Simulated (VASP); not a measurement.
**Pt: transverse stress against strain**

Pt (fcc, Fm-3m, 15.316 Å³/atom and stress up to 0.20 GPa in the relaxed cell, cube axes along x, y and z) under a strain ε along a cube axis (axis z), the other axes held. r2SCAN in VASP (plane waves, PAW), 480 eV, 20×20×20 Γ-centred mesh, Methfessel-Paxton smearing 0.10 eV. Stress is positive for a compressed cell.

Here s stands for strain and y for stress xx.

```csv
strain (%),stress xx (GPa)
-1.50,4.08
-1.00,2.72
-0.50,1.47
0.00,0.20
0.50,-0.94
1.00,-2.07
1.50,-3.16
3.00,?
```

Taking a straight line for y over the 7 complete rows: Means: s 0, y 0.329. About the means, the sum of products is -16.855 and the sum of squares of s is 7.0000; the slope is their ratio. Least squares gives y = 0.329 - 2.4079·s. Residuals (row less fit): 0.139, -0.017, -0.063, -0.129, -0.065, 0.009, 0.123; standard error 0.109 (degrees of freedom: 5). The slope gives the elastic constant C12 = about 240 GPa.

### Question
Predict the withheld y at s = 3.00 from the fit, and compare with the calculation.

### Answer
y = 0.329 - 2.4079 × 3.0 = -6.895 GPa. The calculation gives -6.23 GPa, 0.665 GPa above the prediction (6.5 % of the range of y in the table). The row lies outside the fitted rows, so this is an extrapolation. From the scatter of the fitted rows alone, a prediction at this place has a standard error of 0.170 GPa, so the miss is 3.9 times that.

A polynomial of degree 2 through the 12 other runs of the series gives -6.13 there, so most of the miss is curvature that the fit leaves out. In a metal these values are sensitive to mesh and smearing; energies are taken to zero smearing, stresses follow the free energy. The runs aren't spin-polarised. Spin-orbit coupling is left out, which can shift these values for the heavy elements here. Rows are the converged runs of the series near zero and its far end, less any whose ions stayed unrelaxed beside relaxed ones; series whose fitted rows scatter by over a few per cent of the range, as at a crossing or softening among them, aren't shown in this form. Most that stay on the fit to the last digits aren't either.
